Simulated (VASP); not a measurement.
```
CELL_PARAMETERS angstrom
      3.18837     0.00000     0.00000
     -1.59418     2.76121     0.00000
      0.00000     0.00000     5.28905
ATOMIC_POSITIONS crystal
  B  0.66667 0.33333 0.50037
  B  0.33333 0.66667 0.00037
  P  0.66667 0.33333 0.87463
  P  0.33333 0.66667 0.37463
```

All values below come from r2SCAN meta-GGA, VASP's PBE PAW potentials (set 64) (plane waves; VASP). Settings: 520 eV cut-off, 9×9×5 Γ-centred mesh, tetrahedra with Blöchl corrections, potentials B P.

**Question.** Tabulate the total density of states (states/eV per cell) against energy (eV; zero at the valence-band maximum or, without a gap, the Fermi level).

**Answer.** 
(E (eV), DOS (states/eV)): (-9.94, 0.00); (-9.34, 1.10); (-8.74, 1.45); (-8.14, 0.82); (-7.54, 1.03); (-6.94, 1.15); (-6.34, 1.04); (-5.62, 1.42); (-5.02, 1.70); (-4.42, 1.78); (-3.82, 2.35); (-3.22, 1.94); (-2.62, 1.63); (-2.02, 1.05); (-1.42, 0.57); (-0.82, 0.22); (-0.22, 0.03); (0.38, 0.00); (1.10, 0.00); (1.70, 0.20); (2.30, 0.98); (2.90, 2.03); (3.50, 1.55); (4.10, 3.28); (4.70, 2.23)
Within 2 eV below the valence-band maximum the largest weight inside VASP's projection spheres is P p, then B p.

The structure comes from a computed database's BP entry (P6_3mc); how it stands against other phases isn't given here. It was relaxed first.
